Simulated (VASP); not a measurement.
All values below come from PBE GGA, VASP's PBE PAW potentials (set 64) (plane waves; VASP).

The input files of a VASP run:

INCAR:
```
ALGO = Normal
EDIFF = 1E-6
ENCUT = 500
GGA = PE
ISIF = 2
ISMEAR = 0
LASPH = .TRUE.
LCHARG = .FALSE.
LREAL = .FALSE.
LWAVE = .FALSE.
NELM = 100
PREC = Accurate
SIGMA = 0.05
SYSTEM = MgS
```

### POSCAR
```
MgS
2.6568070
  0.0000000000   1.0000000000   0.9674530367
  0.9596598473   0.0000000000   0.9674530367
  0.9596598473   1.0000000000   0.0000000000
Mg S
1 1
Direct
  0.0000000000   0.0000000000   0.0000000000
  0.4942240000   0.5057760000   0.5057760000
```

KPOINTS:
```
Regular mesh
0
G
  8 8 8
0 0 0
```

POTCAR, in this order: Mg S (PBE.64 set). Program: vasp_std.

Output

**OSZICAR**
```
       N       E                     dE             d eps       ncg     rms          rms(c)
DAV:   1     0.234173608709E+02    0.23417E+02   -0.37079E+03  1576   0.794E+02
DAV:   2    -0.790376992477E+01   -0.31321E+02   -0.29953E+02  2024   0.107E+02
DAV:   3    -0.888460445113E+01   -0.98083E+00   -0.98083E+00  1864   0.258E+01
DAV:   4    -0.888904891368E+01   -0.44445E-02   -0.44445E-02  2448   0.196E+00
DAV:   5    -0.888905424189E+01   -0.53282E-05   -0.53282E-05  1880   0.524E-02    0.447E+00
DAV:   6    -0.852641875960E+01    0.36264E+00   -0.92628E-01  1560   0.480E+00    0.353E+00
DAV:   7    -0.848535914336E+01    0.41060E-01   -0.23906E-01  1920   0.262E+00    0.233E+00
DAV:   8    -0.848550901717E+01   -0.14987E-03   -0.13013E-02  1680   0.966E-01    0.887E-01
DAV:   9    -0.848533780719E+01    0.17121E-03   -0.52306E-04  1928   0.188E-01    0.263E-01
DAV:  10    -0.848537647499E+01   -0.38668E-04   -0.13817E-04  2200   0.785E-02    0.153E-02
DAV:  11    -0.848537376687E+01    0.27081E-05   -0.19561E-05  1792   0.230E-02    0.824E-03
DAV:  12    -0.848537380963E+01   -0.42761E-07   -0.40411E-07  1016   0.565E-03
   1 F= -.84853738E+01 E0= -.84853738E+01  d E =-.161764E-15
```

OUTCAR:
```
------------------------ aborting loop because EDIFF is reached ----------------------------------------
  FORCE on cell =-STRESS in cart. coord.  units (eV):
  Direction    XX          YY          ZZ          XY          YZ          ZX
  --------------------------------------------------------------------------------------
  Total        0.8581211     -0.1413576      0.6105161      0.0000000      0.0000000      0.0000000
  in kB       39.4822544     -6.5038792     28.0899179      0.0000000      0.0000000      0.0000000
  external PRESSURE =      20.3560977 kB  Pullay stress =       0.0000000 kB
  volume of cell :       34.82
      direct lattice vectors                 reciprocal lattice vectors
     0.000000000  2.656807000  2.570336000    -0.196106809  0.188195831  0.194527097
     2.549631000  0.000000000  2.570336000     0.196106809 -0.188195831  0.194527097
     2.549631000  2.656807000  0.000000000     0.196106809  0.188195831 -0.194527097
 POSITION                                       TOTAL-FORCE (eV/Angst)
 -----------------------------------------------------------------------------------
      0.00000      0.00000      0.00000         0.120261      0.000000      0.000000
      2.57908      2.65681      2.57034        -0.120261      0.000000      0.000000
 -----------------------------------------------------------------------------------
    total drift:                                0.000136      0.000000      0.000000
  FREE ENERGIE OF THE ION-ELECTRON SYSTEM (eV)
  ---------------------------------------------------
  free  energy   TOTEN  =        -8.4853738096 eV

  energy  without entropy=       -8.4853738096  energy(sigma->0) =       -8.48537381
```
(Selected blocks of OUTCAR.)

The compound is MgS in the rock salt structure. The cell was not relaxed at this level, atoms are displaced from their ideal sites. The run is one of a series of settings (ENCUT = 500 against the base run), some of them coarse on purpose.
